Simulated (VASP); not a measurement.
GaSn:

```
CELL_PARAMETERS angstrom
0.00000 2.90288 3.09822
2.72925 0.00000 3.09822
2.72925 2.90288 0.00000
ATOMIC_POSITIONS crystal
Ga 0.50000 0.50000 0.50000
Sn 0.00000 0.00000 0.00000
```

The cell was built by a generator and needn't be a form met in nature.

- Program: VASP 6.6.1
- Task: relaxation of cell and atoms
- Functional: PBE
- Potentials or basis: VASP PAW PBE potentials, release 64 (Ga_d, Sn_d)
- Cutoff: 600 eV
- k mesh: 8 × 8 × 8
- Occupations: methfessel-paxton, width 0.2 eV
- Spin: no spin polarisation

At the start: pressure 1.1 GPa; volume 24.55 Å³/atom.

**Question.** How do energy, volume and symmetry change on relaxing?

**Answer.** Over 14 steps the energy falls by 59.1 meV/atom and the volume is 24.48 Å³/atom (-0.3 %); space group Fm-3m (No. 225, to 0.05 Å).

Step by step:
| step | energy change (eV) | largest force (eV/Å) | pressure (GPa) | volume (Å³) |
| --- | --- | --- | --- | --- |
| 1 | 0.0000 | 0.0000 | 1.12 | 49.09 |
| 2 | -0.0957 | 0.0000 | -1.03 | 50.24 |
| 3 | -0.1046 | 0.0000 | -1.82 | 51.04 |
| 4 | -0.1079 | 0.0000 | -1.65 | 50.78 |
| 5 | -0.1079 | 0.0000 | -1.55 | 50.72 |
| 6 | -0.1178 | 0.0000 | 0.01 | 48.95 |
| 7 | -0.1178 | 0.0000 | -0.15 | 49.09 |
| 8 | -0.1178 | 0.0000 | -0.09 | 49.06 |
| 9 | -0.1181 | 0.0000 | 0.00 | 48.95 |
| 10 | -0.1181 | 0.0000 | 0.08 | 48.92 |
| 11 | -0.1181 | 0.0000 | -0.06 | 49.01 |
| 12 | -0.1181 | 0.0000 | 0.05 | 48.95 |
| 13 | -0.1181 | 0.0000 | -0.07 | 48.98 |
| 14 | -0.1181 | 0.0000 | 0.01 | 48.96 |

Final structure:
```
CELL_PARAMETERS angstrom
0.00000 2.90355 2.90352
2.90384 0.00000 2.90352
2.90384 2.90355 0.00000
ATOMIC_POSITIONS crystal
Ga 0.50000 0.50000 0.50000
Sn 0.00000 0.00000 0.00000
```
